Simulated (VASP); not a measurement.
Here is the system:

```xyz
54
Lattice="0.0000 8.5987 8.5987 8.5987 0.0000 8.5987 8.5987 8.5987 0.0000" Properties=species:S:1:pos:R:3 pbc="T T T"
Al     0.0000     0.0000     0.0000
Al     2.8662     2.8662     0.0000
Al     5.7324     5.7324     0.0000
Al     2.8662     0.0000     2.8662
Al     5.7324     2.8662     2.8662
Al     8.5987     5.7324     2.8662
Al     5.7324     0.0000     5.7324
Al     8.5987     2.8662     5.7324
Al    11.4649     5.7324     5.7324
Al     0.0000     2.8662     2.8662
Al     2.8662     5.7324     2.8662
Al     5.7324     8.5987     2.8662
Al     2.8662     2.8662     5.7324
Al     5.7324     5.7324     5.7324
Al     8.5987     8.5987     5.7324
Al     5.7324     2.8662     8.5987
Al     8.5987     5.7324     8.5987
Al    11.4649     8.5987     8.5987
Al     0.0000     5.7324     5.7324
Al     2.8662     8.5987     5.7324
Al     5.7324    11.4649     5.7324
Al     2.8662     5.7324     8.5987
Al     5.7324     8.5987     8.5987
Al     8.5987    11.4649     8.5987
Al     5.7324     5.7324    11.4649
Al     8.5987     8.5987    11.4649
Al    11.4649    11.4649    11.4649
As     4.2993     4.2993     4.2993
As     7.1655     7.1655     4.2993
As    10.0318    10.0318     4.2993
As     7.1655     4.2993     7.1655
As    10.0318     7.1655     7.1655
As    12.8980    10.0318     7.1655
As    10.0318     4.2993    10.0318
As    12.8980     7.1655    10.0318
As    15.7642    10.0318    10.0318
As     4.2993     7.1655     7.1655
As     7.1655    10.0318     7.1655
As    10.0318    12.8980     7.1655
As     7.1655     7.1655    10.0318
As    10.0318    10.0318    10.0318
As    12.8980    12.8980    10.0318
As    10.0318     7.1655    12.8980
As    12.8980    10.0318    12.8980
As    15.7642    12.8980    12.8980
As     4.2993    10.0318    10.0318
As     7.1655    12.8980    10.0318
As    10.0318    15.7642    10.0318
As     7.1655    10.0318    12.8980
As    10.0318    12.8980    12.8980
As    12.8980    15.7642    12.8980
As    10.0318    10.0318    15.7642
As    12.8980    12.8980    15.7642
As    15.7642    15.7642    15.7642
```

Calculation: PBE GGA, VASP's PBE PAW potentials (set 64) (plane waves; VASP). Numerical set-up: PREC = Normal, LREAL = Auto, 400 eV cut-off, 1×1×1 Γ-centred mesh, Gaussian smearing of 0.050 eV, potentials Al As.

The supercell is sampled at Γ alone, which is coarse: total energies, pressure and levels can be off, energies of defects by several tenths of an eV.

Task: Predict the energy per atom (σ→0), pressure.

Result: 
```json
{
 "energy per atom (σ→0)": "-4.485 eV/atom",
 "pressure": "1.06 GPa"
}
```

Only differences to runs with the same potentials and settings are physical.

The cell is a supercell, built from a database entry that may be metastable or hypothetical.
